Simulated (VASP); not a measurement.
The system is ZnS.

```
Zn S
1.0
     0.00000    2.69368    2.69368
     2.69368    0.00000    2.69368
     2.69368    2.69368    0.00000
Zn S
1 1
Direct
  0.00000 0.00000 0.00000
  0.75000 0.75000 0.75000
```

The cell is a database's computed one.

| Property | Result |
| --- | --- |
| Program | VASP 6.6.1 |
| Task | relaxation of cell and atoms |
| Functional | PBE |
| Potentials or basis | VASP PAW PBE potentials, release 64 (Zn, S) |
| Cutoff | 600 eV |
| k mesh | 8 × 8 × 8 |
| Occupations | gaussian, width 0.02 eV |
| Spin | no spin polarisation |

At the start: pressure 2.5 GPa; volume 19.55 Å³/atom.

Question: How do energy, volume and symmetry change on relaxing?

Answer: Over 3 steps the energy falls by 4.9 meV/atom and the volume is 20.20 Å³/atom (+3.4 %); space group F-43m (No. 216, to 0.05 Å).

The path:
```tsv
step	energy change (eV)	largest force (eV/Å)	pressure (GPa)	volume (Å³)
1	0.0000	0.0000	2.51	39.09
2	-0.0089	0.0000	-0.73	40.85
3	-0.0099	0.0000	0.07	40.40
```

Final structure:
```
CELL_PARAMETERS angstrom
0.00000 2.72346 2.72346
2.72346 0.00000 2.72346
2.72346 2.72346 0.00000
ATOMIC_POSITIONS crystal
Zn 0.00000 0.00000 0.00000
S 0.75000 0.75000 0.75000
```
